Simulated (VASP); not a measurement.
Write the native input for VASP 6.6.1 that does the following.

* Task: band structure
* Functional: PBEsol
* Potentials or basis: VASP PAW PBE potentials, release 64 (Ga_d, Al, O)
* Cutoff: 520 eV
* k mesh: 6 × 6 × 6
* Occupations: gaussian, width 0.02 eV
* Spin: non-collinear spin, zero start, spin-orbit coupling
* Further INCAR settings: ALGO = Fast; EDIFF = 1e-06; NBANDS = 78

The system is Al3GaO6.

```xyz
10
Lattice="-2.4150 4.1830 0.0000 -4.8301 0.0000 0.0000 -2.4150 1.3943 4.3712" Properties=species:S:1:pos:R:3 pbc="T T T"
Ga   -4.8301    2.7886    4.0419
Al   -2.4150    1.3943    2.3911
Al   -7.2451    4.1830    1.9395
Al   -4.8301    2.7886    0.2620
O    -3.9162    1.4118    1.1293
O    -3.0838    2.8991    3.2779
O    -6.4794    2.6856    1.1293
O    -4.0946    4.2685    1.1293
O    -5.6076    1.2211    3.2779
O    -5.7988    4.2457    3.2779
```

The cell comes from a database or a generator and needn't be the stable form of this composition.

One way to write it, as run:

POSCAR

```
Al3GaO6                                 
1.0
   -2.4150413406      4.1829743302      0.0000000000
   -4.8300827102      0.0000000111      0.0000000000
   -2.4150413470      1.3943247771      4.3712143543
  Ga              Al              O             
     1     3     6
Direct
     0.3584433068781639    0.3584433068781709    0.9246700793654820
     0.1509988428834275    0.1509988428834313    0.5470034713496927
     0.8520981439671009    0.8520981439671002    0.4437055680987076
     0.6466854089662698    0.6466854089662688    0.0599437731011887
     0.2513879826420063    0.5559247206072030    0.2583530754073501
     0.4431100769059606    0.0419751532241779    0.7498726272876266
     0.5559247206071893    0.9343342213434616    0.2583530754073517
     0.9343342213434541    0.2513879826419844    0.2583530754073514
     0.0419751532241725    0.7650421425822344    0.7498726272876254
     0.7650421425822552    0.4431100769059674    0.7498726272876237
```

INCAR.step1

```
SYSTEM = Al3GaO6
PREC     = Accurate       ! precision mode
ENCUT    = 520            ! plane-wave cutoff, eV
EDIFF    = 1E-6           ! SCF threshold, eV
ISMEAR   = 0              ! smearing method
SIGMA    = 0.02           ! smearing width, eV
LREAL    = .FALSE.        ! projectors in reciprocal space
LASPH    = .TRUE.         ! aspherical terms in the spheres
NELM     = 100            ! most SCF steps
ALGO     = Fast           ! electronic algorithm
ISIF     = 2              ! what is computed and relaxed
LWAVE    = .FALSE.        ! write WAVECAR
LCHARG   = .TRUE.         ! write CHGCAR
LNONCOLLINEAR= .TRUE.         ! non-collinear magnetism
MAGMOM   = 0 0 0 0 0 0 0 0 0 0 0 0 0 0 0 0 0 0 0 0 0 0 0 0 0 0 0 0 0 0 ! initial moments
LORBIT   = 11             ! projections on sites
LSORBIT  = .TRUE.         ! spin-orbit coupling
GGA_COMPAT= .FALSE.      
GGA      = PS             ! functional
NBANDS   = 78             ! bands
KPAR     = 8
```

KPOINTS.step1

```
regular mesh
0
G
  6 6 6
  0 0 0
```

INCAR.step2

```
SYSTEM = Al3GaO6
PREC     = Accurate       ! precision mode
ENCUT    = 520            ! plane-wave cutoff, eV
EDIFF    = 1E-6           ! SCF threshold, eV
ISMEAR   = 0              ! smearing method
SIGMA    = 0.05           ! smearing width, eV
LREAL    = .FALSE.        ! projectors in reciprocal space
LASPH    = .TRUE.         ! aspherical terms in the spheres
NELM     = 100            ! most SCF steps
ALGO     = Fast           ! electronic algorithm
ISIF     = 2              ! what is computed and relaxed
LWAVE    = .FALSE.        ! write WAVECAR
LCHARG   = .FALSE.        ! write CHGCAR
LNONCOLLINEAR= .TRUE.         ! non-collinear magnetism
MAGMOM   = 0 0 0 0 0 0 0 0 0 0 0 0 0 0 0 0 0 0 0 0 0 0 0 0 0 0 0 0 0 0 ! initial moments
LORBIT   = 11             ! projections on sites
LSORBIT  = .TRUE.         ! spin-orbit coupling
GGA_COMPAT= .FALSE.      
GGA      = PS             ! functional
NBANDS   = 78             ! bands
ICHARG   = 11             ! starting density
KPAR     = 8
```

KPOINTS.step2

```
path GLB1,BZGX,QFP1Z,LP
10
line-mode
reciprocal
 0.0000000000  0.0000000000  0.0000000000  G
 0.0000000000 -0.5000000000  0.0000000000  L

 0.0000000000 -0.5000000000  0.0000000000  L
 0.4675393899 -0.2662303051  0.2337696949  B1

 0.2662303051 -0.2662303051  0.5000000000  B
 0.0000000000  0.0000000000  0.5000000000  Z

 0.0000000000  0.0000000000  0.5000000000  Z
 0.0000000000  0.0000000000  0.0000000000  G

 0.0000000000  0.0000000000  0.0000000000  G
 0.3668848475 -0.3668848475  0.0000000000  X

 0.3668848475 -0.2662303051  0.3668848475  Q
 0.5000000000  0.0000000000  0.5000000000  F

 0.5000000000  0.0000000000  0.5000000000  F
 0.3993454576  0.0000000000  0.6331151525  P1

 0.3993454576  0.0000000000  0.6331151525  P1
 0.0000000000  0.0000000000  0.5000000000  Z

 0.0000000000 -0.5000000000  0.0000000000  L
 0.0000000000 -0.3993454576  0.3668848475  P
```

Potentials or basis: VASP PAW PBE potentials, release 64 (Ga_d, Al, O).

Run with:

```sh
$ cat potpaw_PBE.64/Ga_d/POTCAR potpaw_PBE.64/Al/POTCAR potpaw_PBE.64/O/POTCAR > POTCAR
$ cp INCAR.step1 INCAR
$ cp KPOINTS.step1 KPOINTS
$ mpirun -np 8 vasp_ncl > vasp.out
$ cp INCAR.step2 INCAR
$ cp KPOINTS.step2 KPOINTS
$ mpirun -np 8 vasp_ncl > vasp.out
```

Results of the run:

```json
{"Net moment": "0.00 μB per cell"}
```

Caveat: the log is that of the step along the path at fixed density, whose energy, stress, charges and moments have no meaning.

Wall time 9.9 min on 8 MPI ranks on Intel(R) Xeon(R) Platinum 8488C (Sapphire Rapids), on a shared host, peak memory 0.97 GiB a rank.
